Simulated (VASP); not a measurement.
# BBi (relaxed from the layered h-BN type structure, space group P6_3/mmc): computed properties

These are PBEsol GGA, VASP's PBE PAW potentials (set 64) (plane waves; VASP 6.6.1) values and carry that method's errors.

| Property | Result |
|---|---|
| space group | P6_3/mmc (194) |
| cell | a = 3.838 Å, b = 3.838 Å, c = 9.520 Å, α = 90.00°, β = 90.00°, γ = 120.00° |
| volume per atom | 30.37 Å^3/atom |
| band gap (over mesh and band path) | 0.14 eV |
| smallest direct gap (over mesh and band path) | 0.19 eV |
| band-edge character | indirect, K-Γ at 0.11 to H |
| density | 6.01 g/cm³ |

```cif
data_B2Bi2
_chemical_formula_sum 'B2 Bi2'
_space_group_name_H-M_alt 'P63/mmc'
_space_group_IT_number 194
_space_group_name_Hall '-P 6c 2c'
_cell_length_a 3.83837
_cell_length_b 3.83837
_cell_length_c 9.52039
_cell_angle_alpha 90.000
_cell_angle_beta 90.000
_cell_angle_gamma 120.000
loop_
_atom_site_label
_atom_site_type_symbol
_atom_site_symmetry_multiplicity
_atom_site_Wyckoff_symbol
_atom_site_fract_x
_atom_site_fract_y
_atom_site_fract_z
_atom_site_occupancy
B1 B 2 c 0.33333 0.66667 0.25000 1
Bi1 Bi 2 d 0.66667 0.33333 0.25000 1
```

Without a dispersion term in the relaxation, distances and binding between the weakly bound layers, chains or molecules are unreliable, and so is what depends on them. Unless said otherwise, spin-orbit coupling is left out, though it shifts the bands of the heavy elements here.

The structure was generated: BBi was put into the layered h-BN type type (P6_3/mmc), which need not be its known phase. It was relaxed first, which changed the volume by -7 %. Symmetry was kept, so distortions that lower it aren't found.
